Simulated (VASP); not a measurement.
The system is InP.

```
CELL_PARAMETERS angstrom
0.00000 2.93050 2.93050
2.93050 0.00000 2.93050
2.93050 2.93050 0.00000
ATOMIC_POSITIONS crystal
In 0.00000 0.00000 0.00000
P 0.25000 0.25000 0.25000
```

* Program: VASP 6.6.1
* Task: relaxation of cell and atoms
* Functional: PBE
* Potentials or basis: VASP PAW PBE potentials, release 64 (In_d, P)
* Cutoff: 520 eV
* k mesh: 10 × 10 × 10
* Occupations: gaussian, width 0.02 eV
* Spin: no spin polarisation

At the start: pressure 3.3 GPa; volume 25.17 Å³/atom.

**Question.** How do energy, volume and symmetry change on relaxing?

**Answer.** Over 3 steps the energy falls by 12.4 meV/atom and the volume is 26.43 Å³/atom (+5.0 %); space group F-43m (No. 216, to 0.05 Å).

The path:
| step | energy change (eV) | largest force (eV/Å) | pressure (GPa) | volume (Å³) |
| --- | --- | --- | --- | --- |
| 1 | 0.0000 | 0.0000 | 3.28 | 50.33 |
| 2 | -0.0191 | 0.0000 | -1.38 | 54.18 |
| 3 | -0.0248 | 0.0000 | 0.00 | 52.87 |

Final structure:
```yaml
crystal:
  lattice:
    - [0.00000, 2.97892, 2.97892]
    - [2.97892, 0.00000, 2.97892]
    - [2.97892, 2.97892, 0.00000]
  atoms:
    - { symbol: In, position: [0.00000, 0.00000, 0.00000] }
    - { symbol: P, position: [0.25000, 0.25000, 0.25000] }
```
